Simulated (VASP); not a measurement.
SnTeS4, 12 atoms in the cell. Symmetry: P2/m, No. 10, monoclinic system. The conventional cell has a = 6.536 Å, b = 3.765 Å, c = 6.711 Å, α = 90.00°, β = 90.08°, γ = 90.00°. Sn (site symmetry 2/m) has 6 S at 2.60 to 2.61 Å as nearest neighbours. Te (site symmetry 2/m) is surrounded by 6 S at 2.69 to 2.70 Å. Around S (site symmetry m) lie 2 Sn at 2.61 Å and 1 Te at 2.70 Å. S (site symmetry m) has 1 Sn at 2.60 Å and 2 Te at 2.69 Å as nearest neighbours. The cell was built by a generator and needn't be a form met in nature.

| Quantity | Value |
| --- | --- |
| Program | VASP 6.6.1 |
| Task | single point |
| Functional | PBE |
| Potentials or basis | VASP PAW PBE potentials, release 64 (Sn_d, Te, S) |
| Cutoff | 520 eV |
| k mesh | 3 × 3 × 3 |
| Occupations | gaussian, width 0.05 eV |
| Spin | no spin polarisation |
| Further INCAR settings | PREC = Normal; LREAL = Auto; ALGO = Fast; EDIFF = 1e-05 |

Potentials or basis: VASP PAW PBE potentials, release 64 (Sn_d, Te, S).

Run with:

```bash
$ cat potpaw_PBE.64/Sn_d/POTCAR potpaw_PBE.64/Te/POTCAR potpaw_PBE.64/S/POTCAR > POTCAR
$ mpirun -np 1 vasp_std > vasp.out
```

Hardware: 1 thread of Intel(R) Xeon(R) Platinum 8488C (Sapphire Rapids) (shared host).

Question: Estimate the wall time of this run.

Answer: It took 110 s on 1 thread of Intel(R) Xeon(R) Platinum 8488C (Sapphire Rapids), on a shared host, peak memory 0.29 GiB. Counts: scf iterations 18, k points 10.
